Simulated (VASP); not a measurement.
Input:

```
CELL_PARAMETERS angstrom
      1.56638    -2.71304     0.00000
      1.56638     2.71304     0.00000
      0.00000     0.00000     3.48256
ATOMIC_POSITIONS crystal
  Hf 0.00000 0.00000 0.00000
  B  0.33333 0.66667 0.50000
  B  0.66667 0.33333 0.50000
```

These are rev-vdW-DF2, VASP's PBE PAW potentials (set 64) (plane waves; VASP 6.6.1) values and carry that method's errors. Settings: 520 eV cut-off, 13×13×10 Γ-centred mesh, tetrahedra with Blöchl corrections, potentials Hf_pv B.

Unless said otherwise, spin-orbit coupling is left out, though it shifts the bands of the heavy elements here.

Q: Predict the energy per atom (σ→0), band gap (on the k-mesh) with the smallest direct gap where there is one.

A: 
band gap (on the k-mesh): none (metal, semimetal or under 0.01 eV)
energy per atom (σ→0): -7769 meV/atom

Only differences to runs with the same potentials and settings are physical.

The compound is HfB2 in the AlB2 type structure. It was relaxed first.
